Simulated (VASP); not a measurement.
# A VASP study of Ta3Ti2 (PBE + D3): structure first, properties next, part 7 of 7

Wanted: the relaxed cell of Ta3Ti2 and its properties. The cell is invented: other elements were put on sites of a known structure type. It may not be a known or stable phase.

VASP 6.6.1; PBE with D3; plane waves and PAW (Ti_sv, Ta_pv); invented cell.

Still holding for the runs below: This run has no spin polarisation. Its electron count is odd, so without a moment it is a metal by construction.

So far. Step 12 (Volume scan with PBE + D3 (run 5)): The pressure falls from -0.02 to -3.04 GPa. Step 12 (Volume scan with PBE + D3 (run 5)): The run ends at a pressure of -3.04 GPa, with forces up to 0.044 eV/Å.

## Step 13: Volume scan with PBE + D3 (run 6) (continued)

Parts of OUTCAR (step 13):

```text
 Edisp (eV)   -2.39656

  Total      -3.30254    -3.30254    -3.46128     0.00000     0.00000     0.00000
  in kB     -56.87984   -56.87984   -59.61391     0.00000     0.00000     0.00000
  external pressure =      -57.79 kB  Pullay stress =        0.00 kB

 POSITION                                       TOTAL-FORCE (eV/Angst)
 -----------------------------------------------------------------------------------
      1.40518      0.00000      2.48964        -0.000000     -0.000000      0.090227
      0.00000      1.40518      9.28841         0.000000     -0.000000     -0.090227
      0.00000      1.40518      4.66911         0.000000      0.000000     -0.020139
      1.40518      0.00000      7.10893         0.000000     -0.000000      0.020139
      1.40518      1.40518      0.00000         0.000000      0.000000      0.000000
 -----------------------------------------------------------------------------------
    total drift:                                0.000000      0.000000      0.000000

  FREE ENERGIE OF THE ION-ELECTRON SYSTEM (eV)
  ---------------------------------------------------
  free  energy   TOTEN  =       -52.0929892841 eV

  energy  without entropy=      -52.1093898013  energy(sigma->0) =      -52.09845612

[... 1 part as in an earlier step ...]

[... 2 further parts left out ...]
[key lines of the parts left out:]
E-fermi :   6.2087
```

The pressure falls from -3.04 to -5.78 GPa.

The run ends at a pressure of -5.78 GPa, with forces up to 0.090 eV/Å.

## Step 14: Volume scan with PBE + D3 (run 7)

A prediction first. A parabola through the 6 pressures of evenly scaled cells so far, P = -0.02 -158.7 t +310 t² GPa with t = ln(V/V₁) and V₁ the volume at scale 1, gives -8.22 GPa at t = +0.0583.

The input, INCAR:

```
SYSTEM = Ta3Ti2
PREC = Accurate
ENCUT = 400
EDIFF = 1E-06
NELM = 100
ISMEAR = 1
SIGMA = 0.2
LREAL = .FALSE.
ALGO = Normal
GGA = PE
IVDW = 11
NBANDS = 35
LORBIT = 11
LWAVE = .FALSE.
LCHARG = .FALSE.
KPAR = 2
ISIF = 2
```

The input, POSCAR:

```
Ta3Ti2
1.0
    2.8282701027      0.0000000000      0.0000000000
    0.0000000000      2.8282701027      0.0000000000
    0.0000000000      0.0000000000     11.8530635245
Ti Ta
2 3
Direct
    0.5000000000      0.0000000000      0.2113793862
    0.0000000000      0.5000000000      0.7886206138
    0.0000000000      0.5000000000      0.3964251217
    0.5000000000      0.0000000000      0.6035748783
    0.5000000000      0.5000000000      0.0000000000
```

The input, KPOINTS:

```
Automatic mesh
0
Gamma
10 10 3
0 0 0
```

PAW data sets: Ti_sv and Ta_pv (PBE family, release 64).

On the command line:

```sh
mpirun -np 2 vasp_std
```

Log:

```text
[... set-up lines as in an earlier step ...]
 entering main loop
       N       E                     dE             d eps       ncg     rms          rms(c)
DAV:   1     0.620355916140E+03    0.62036E+03   -0.26827E+04  2948   0.154E+03
DAV:   2     0.719779000340E+01   -0.61316E+03   -0.60361E+03  2970   0.505E+02
DAV:   3    -0.485168704280E+02   -0.55715E+02   -0.54327E+02  4740   0.126E+02
DAV:   4    -0.536845163766E+02   -0.51676E+01   -0.51116E+01  4120   0.318E+01
[...]
DAV:  14    -0.496743638705E+02    0.12835E-03   -0.76534E-04  4292   0.139E-01    0.227E-02
DAV:  15    -0.496743658189E+02   -0.19484E-05   -0.51872E-05  4072   0.412E-02    0.785E-03
DAV:  16    -0.496743659816E+02   -0.16272E-06   -0.52330E-06  2949   0.164E-02
   1 F= -.52018768E+02 E0= -.52024413E+02  d E =0.169349E-01
```

The job ended after 23 s (2 MPI ranks of Intel Xeon 6975P-C (Granite Rapids), shared host; peak memory 0.42 GiB; 43 s of CPU time).

OUTCAR, selected parts (step 14):

```text
 Edisp (eV)   -2.34440

  Total      -4.82280    -4.82280    -5.03980     0.00000     0.00000     0.00000
  in kB     -81.49629   -81.49629   -85.16304     0.00000     0.00000     0.00000
  external pressure =      -82.72 kB  Pullay stress =        0.00 kB

 POSITION                                       TOTAL-FORCE (eV/Angst)
 -----------------------------------------------------------------------------------
      1.41414      0.00000      2.50549         0.000000      0.000000      0.133133
      0.00000      1.41414      9.34757        -0.000000      0.000000     -0.133133
      0.00000      1.41414      4.69885        -0.000000      0.000000     -0.026008
      1.41414      0.00000      7.15421        -0.000000     -0.000000      0.026008
      1.41414      1.41414      0.00000        -0.000000      0.000000      0.000000
 -----------------------------------------------------------------------------------
    total drift:                                0.000000      0.000000      0.000000

  FREE ENERGIE OF THE ION-ELECTRON SYSTEM (eV)
  ---------------------------------------------------
  free  energy   TOTEN  =       -52.0187682981 eV

  energy  without entropy=      -52.0357031768  energy(sigma->0) =      -52.02441326

[... 1 part as in an earlier step ...]

[... 2 further parts left out ...]
[key lines of the parts left out:]
E-fermi :   6.0395
```

The pressure falls from -5.78 to -8.27 GPa. The parabola predicted -8.22 GPa, +0.05 GPa off.

## Step 15: Side by side

Times are for 2 MPI ranks of Intel Xeon 6975P-C (Granite Rapids), shared host. Results by setting:

```csv
no.,volume scale,energy above the lowest point (meV/atom),pressure (GPa),time,memory (GiB)
1,0.94,38.53,10.99,22 s,0.42
2,0.96,17.29,6.965,22 s,0.42
3,0.98,4.73,3.305,22 s,0.42
4,1,0,-0.02032,22 s,0.43
5,1.02,2.39,-3.038,23 s,0.43
6,1.04,11.28,-5.779,22 s,0.42
7,1.06,26.09,-8.272,23 s,0.42
```

## Step 16: Fit for PBE + D3

This step: Birch-Murnaghan fit, PBE with D3; plane waves and PAW; invented cell (VASP 6.6.1).

This step runs nothing: it gathers the runs above.

This step gave:

- pressure derivative of the bulk modulus: 3.774
- r.m.s. error of the fit: 8.62e-6 eV/atom
- minimum inside the sampled range: yes
- bulk modulus: 157.9 GPa
- equilibrium volume of the fit: 17.94 Å³/atom

Energy above the fitted minimum against volume:

| volume (Å³/atom) | energy above the fitted minimum (eV/atom) |
| --- | --- |
| 16.816 | 0.0386 |
| 17.174 | 0.0174 |
| 17.532 | 0.00481 |
| 17.889 | 8.9e-5 |
| 18.247 | 0.00248 |
| 18.605 | 0.0114 |
| 18.963 | 0.0262 |

The fitted volume lies +0.30 % from the relaxed one. At a finite cutoff and mesh the minimum of the energy and the zero of the stress don't quite coincide, and the relaxation stops at a threshold. The atoms bear forces along the scan, since they were held; freeing them would lower the modulus.

## Step 17: Summary of results

| Property | Result |
| --- | --- |
| relaxed volume | 17.89 Å³/atom |
| relaxed conventional cell a, b, c | 2.774, 2.774, 11.625 Å |
| space group after relaxing, within 0.02 Å | P-4m2 (No. 115) |
| band gap | none, a metal |
| DOS at the Fermi level | 4.52 states/eV/cell |
| bulk modulus from the fit | 158 GPa |
| volume from the fit | 17.9 Å³/atom |

**Reading.** With PBE + D3, Ta3Ti2 relaxes to 17.89 Å³/atom in space group P-4m2 (held by the symmetry of the run), comes out as a metal and has a bulk modulus of 158 GPa at fixed shape and positions, an upper bound. Bands along the symmetry lines (PBE + D3): Of the bands kept, 2 cross the Fermi level on this path. Spin-orbit coupling is left out, and with elements this heavy it would split and shift bands near the Fermi level. With an odd electron count and no spin the cell is a metal by construction. No search among competing phases was made. All values are for a static lattice at zero temperature.

[Lines on the potential files, build, host, timing and source positions are cut from VASP's logs without a mark.]

[Logs are printed without paths, hosts, clocks, repeated set-up lines and the standing remarks that a program may print on its own settings, such as how far it seeks lower states.]

[Hosts, paths, dates, database ids (printed as entryN), source tags and the programs' standing remarks are cut or masked in the printed files.]

[A measured line is paired with the nearest computed mode of its activity, which favours agreement.]
